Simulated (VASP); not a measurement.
These are PBEsol GGA, VASP's PBE PAW potentials (set 64) (plane waves; VASP) values and carry that method's errors.

A VASP calculation is set up with these files.

File KPOINTS:
```
Automatic
0
G
8 8 8
0 0 0
```

**POSCAR**
```
Ti3B
1
    0.0000000000     2.9636525252     2.9636525252
    2.9636525252     0.0000000000     2.9636525252
    2.9636525252     2.9636525252     0.0000000000
B Ti
1 3
Direct
  0.0000000000   0.0000000000   0.0000000000
  0.5000000000   0.5000000000   0.5000000000
  0.2500000000   0.2500000000   0.2500000000
  0.7500000000   0.7500000000   0.7500000000
```

### INCAR
```
SYSTEM=Ti3B
PREC=Accurate; ENCUT=600; LREAL=.False.
LASPH=.True.
EDIFF=1E-7; NELM=100; ALGO=Normal
LMAXMIX=4
ISMEAR=1; SIGMA=0.1
GGA=PS
ISIF=2
LWAVE=.False.; LCHARG=.False.
```

POTCAR, in this order: B Ti_sv (PBE.64 set). Program: vasp_std.

The run wrote:

File OUTCAR:
```
 ion  position               nearest neighbor table
   1  0.000  0.000  0.000-
   2  0.500  0.500  0.500-   3 2.57   3 2.57   3 2.57   4 2.57   4 2.57   4 2.57   4 2.57   3 2.57
  LATTYP: Found a face centered cubic cell.
 ALAT       =     5.9273050504
 Subroutine PRICEL returns:
 Original cell was already a primitive cell.
 Subroutine GETGRP returns: Found 48 space group operations
The static configuration has the point symmetry O_h .
The dynamic configuration has the point symmetry O_h .
 Subroutine INISYM returns: Found 48 space group operations
 Subroutine IBZKPT returns following result:
 Found     29 irreducible k-points:

 Following reciprocal coordinates:
            Coordinates               Weight
  0.000000  0.000000  0.000000      1.000000
  0.125000  0.000000  0.000000      8.000000
  0.250000  0.000000  0.000000      8.000000
  0.375000  0.000000  0.000000      8.000000
  0.500000  0.000000  0.000000      4.000000
  0.125000  0.125000  0.000000      6.000000
  0.250000  0.125000  0.000000     24.000000
  0.375000  0.125000  0.000000     24.000000
  0.500000  0.125000  0.000000     24.000000
...
```

**OSZICAR**
```
       N       E                     dE             d eps       ncg     rms          rms(c)
DAV:   1     0.482243381229E+03    0.48224E+03   -0.22429E+04  1334   0.231E+03
DAV:   2     0.245414029909E+02   -0.45770E+03   -0.45457E+03  1341   0.622E+02
DAV:   3    -0.294020132396E+02   -0.53943E+02   -0.53559E+02  2612   0.176E+02
DAV:   4    -0.348403970857E+02   -0.54384E+01   -0.54163E+01  1984   0.477E+01
DAV:   5    -0.350953487492E+02   -0.25495E+00   -0.25401E+00  2108   0.962E+00    0.188E+01
DAV:   6    -0.313316323756E+02    0.37637E+01   -0.26104E+01  1909   0.452E+01    0.559E+00
DAV:   7    -0.314052360403E+02   -0.73604E-01   -0.19714E+00  1793   0.129E+01    0.379E+00
DAV:   8    -0.314518865538E+02   -0.46651E-01   -0.76335E-01  1885   0.104E+01    0.269E+00
DAV:   9    -0.314386472036E+02    0.13239E-01   -0.53841E-01  1795   0.807E+00    0.874E-01
DAV:  10    -0.314420935179E+02   -0.34463E-02   -0.83099E-02  1952   0.315E+00    0.405E-01
DAV:  11    -0.314436696382E+02   -0.15761E-02   -0.13235E-02  1764   0.128E+00    0.151E-01
DAV:  12    -0.314439503213E+02   -0.28068E-03   -0.16686E-03  1849   0.478E-01    0.277E-02
DAV:  13    -0.314439473435E+02    0.29778E-05   -0.24506E-04  1894   0.176E-01    0.114E-02
DAV:  14    -0.314439480902E+02   -0.74675E-06   -0.25667E-05  1888   0.557E-02    0.472E-03
DAV:  15    -0.314439487689E+02   -0.67872E-06   -0.19960E-06  1817   0.156E-02    0.176E-03
DAV:  16    -0.314439488319E+02   -0.62929E-07   -0.44819E-07  1639   0.574E-03
   1 F= -.31443949E+02 E0= -.31442490E+02  d E =-.437626E-02
```

**OUTCAR**
```
------------------------ aborting loop because EDIFF is reached ----------------------------------------
  FORCE on cell =-STRESS in cart. coord.  units (eV):
  Direction    XX          YY          ZZ          XY          YZ          ZX
  --------------------------------------------------------------------------------------
  Total        0.0216329      0.0216329      0.0216329     -0.0000000     -0.0000000      0.0000000
  in kB        0.6657531      0.6657531      0.6657531     -0.0000000     -0.0000000      0.0000000
  external PRESSURE =       0.6657531 kB  Pullay stress =       0.0000000 kB
  volume of cell :       52.06
      direct lattice vectors                 reciprocal lattice vectors
     0.000000000  2.963652525  2.963652525    -0.168710736  0.168710736  0.168710736
     2.963652525  0.000000000  2.963652525     0.168710736 -0.168710736  0.168710736
     2.963652525  2.963652525  0.000000000     0.168710736  0.168710736 -0.168710736
 POSITION                                       TOTAL-FORCE (eV/Angst)
 -----------------------------------------------------------------------------------
      0.00000      0.00000      0.00000         0.000000      0.000000      0.000000
      2.96365      2.96365      2.96365         0.000000      0.000000      0.000000
      1.48183      1.48183      1.48183        -0.000000      0.000000      0.000000
      4.44548      4.44548      4.44548        -0.000000     -0.000000     -0.000000
 -----------------------------------------------------------------------------------
    total drift:                                0.000000      0.000000      0.000000
  FREE ENERGIE OF THE ION-ELECTRON SYSTEM (eV)
  ---------------------------------------------------
  free  energy   TOTEN  =       -31.4439488319 eV

  energy  without entropy=      -31.4395725765  energy(sigma->0) =      -31.44249008
```
(Selected blocks of OUTCAR.)

OUTCAR:
```
 val. band max:        9.1917900444   @ k =   0.2500   0.0000   0.0000

 cond. band min:       9.2263333325   @ k =   0.3750   0.2500   0.0000


 Fermi energy:         9.2046709280

 k-point     1 :       0.0000    0.0000    0.0000
  band No.  band energies     occupation
      1     -46.9518      2.00000
      2     -46.7362      2.00000
      3     -46.3417      2.00000
      4     -23.3809      2.00000
      5     -23.3809      2.00000
      6     -23.3809      2.00000
      7     -23.3364      2.00000
      8     -23.3364      2.00000
      9     -23.3364      2.00000
     10     -22.6130      2.00000
     11     -22.6130      2.00000
     12     -22.6130      2.00000
     13       0.6706      2.00000
     14       6.7327      2.00000
     15       6.7327      2.00000
     16       6.7327      2.00000
     17       7.0460      2.00000
     18       7.0460      2.00000
     19       9.3550     -0.05499
     20       9.3550     -0.05499
     21       9.3550     -0.05499
     22      12.4280      0.00000
     23      12.4648      0.00000

 k-point     2 :       0.1250    0.0000    0.0000
  band No.  band energies     occupation
      1     -46.9386      2.00000
      2     -46.7401      2.00000
      3     -46.3514      2.00000
      4     -23.4701      2.00000
      5     -23.4325      2.00000
      6     -23.4325      2.00000
      7     -23.2917      2.00000
      8     -23.2917      2.00000
      9     -23.2261      2.00000
     10     -22.6375      2.00000
     11     -22.6061      2.00000
     12     -22.6061      2.00000
     13       0.8676      2.00000
     14       6.5042      2.00000
     15       6.5293      2.00000
     16       6.5293      2.00000
     17       7.4687      2.00000
     18       7.4687      2.00000
     19       9.2686      0.12633
     20       9.2954     -0.02539
     21       9.2954     -0.02539
     22      11.8032      0.00000
     23      12.0926      0.00000

 k-point     3 :       0.2500    0.0000    0.0000
...
```

The structure was generated: Ti3B was put into the D03 type (Fm-3m), which need not be its known phase. It was relaxed first, which changed the volume by -35 %. The electron count is odd and the run is not spin-polarised, which forces a metal.
